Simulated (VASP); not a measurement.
Given:

```yaml
crystal:
  lattice:
    - [1.36764, -2.36882, 0.00000]
    - [1.36764, 2.36882, 0.00000]
    - [0.00000, 0.00000, 4.30935]
  atoms:
    - { symbol: Ru, position: [0.33333, 0.66667, 0.25000] }
    - { symbol: Ru, position: [0.66667, 0.33333, 0.75000] }
```

Level of theory: RPBE GGA, VASP's PBE PAW potentials (set 64) (plane waves; VASP). Run with 520 eV cut-off, Gaussian smearing of 0.050 eV, potentials Ru_pv.

Q: Give the energies of bands 7 to 17 at the high-symmetry points, in eV from the Fermi level.

A: 
| band | Γ | M | K | A | L | H |
|---|---|---|---|---|---|---|
| 7 | -7.80 | -5.90 | -5.37 | -5.88 | -5.82 | -4.51 |
| 8 | -5.98 | -5.28 | -4.18 | -5.88 | -5.82 | -4.51 |
| 9 | -2.49 | -5.18 | -4.18 | -2.67 | -4.33 | -3.95 |
| 10 | -2.49 | -2.92 | -3.64 | -2.67 | -4.33 | -3.95 |
| 11 | -2.28 | -1.98 | -2.73 | -2.67 | -1.03 | -2.62 |
| 12 | -1.84 | -1.75 | -2.73 | -2.67 | -1.03 | -2.62 |
| 13 | -1.84 | -1.45 | -1.02 | -2.59 | 0.43 | -1.13 |
| 14 | -1.37 | 1.32 | 0.96 | -2.59 | 0.43 | -1.13 |
| 15 | -1.37 | 1.72 | 0.96 | 0.51 | 1.56 | 1.15 |
| 16 | 1.12 | 1.83 | 1.40 | 0.51 | 1.56 | 1.15 |
| 17 | 1.12 | 3.90 | 6.80 | 0.51 | 3.29 | 8.18 |

It has no gap at this level: it comes out as a metal or semimetal.

The compound is Ru in the hcp structure. It was relaxed first.
